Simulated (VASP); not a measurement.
A run of VASP 6.6.1 is set up as follows.

File INCAR:

```
  ALGO = Normal
  EDIFF = 1E-7
  ENCUT = 520
  GGA = PE
  ISIF = 2
  ISMEAR = 0
  IVDW = 2
  LASPH = True
  LCHARG = False
  LORBIT = 11
  LREAL = False
  LWAVE = False
  NELM = 60
  PREC = Accurate
  SIGMA = 0.01
```

Contents of KPOINTS:

```
k-points
0
Gamma
  1 1 1
```

Contents of POSCAR:

```
AlH3
1.0
   12.0000000000      0.0000000000      0.0000000000
    0.0000000000     11.0000000000      0.0000000000
    0.0000000000      0.0000000000     12.0000000000
Al H
1 3
Direct
    0.5268666700      0.5078863600      0.5074208300
    0.5784916700      0.5702227300      0.6148125000
    0.4139916700      0.4335954500      0.5166041700
    0.5881750000      0.5197500000      0.3908541700
```

Potentials or basis: VASP PAW PBE potentials, release 64 (Al, H).

The run is started by

```console
$ cat potpaw_PBE.64/Al/POTCAR potpaw_PBE.64/H/POTCAR > POTCAR
$ mpirun -np 1 vasp_gam > vasp.out
```

Task: Predict the Hirshfeld charges.

Result: Al +0.48; H -0.16 e.

Task: Predict the dispersion energy per atom.

Result: -0.002 eV.

Task: Estimate the largest force.

Result: 0.098 eV/Å.

Task: Predict the gap between the frontier levels.

Result: 4.75 eV.

Forces on the atoms (eV/Å):
```
Al   0.003 -0.001 -0.001
H    0.037  0.043  0.078
H   -0.083 -0.051  0.007
H    0.044  0.008 -0.084
```

Expect the measured gap to be larger: semilocal functionals such as PBE lack the derivative discontinuity.
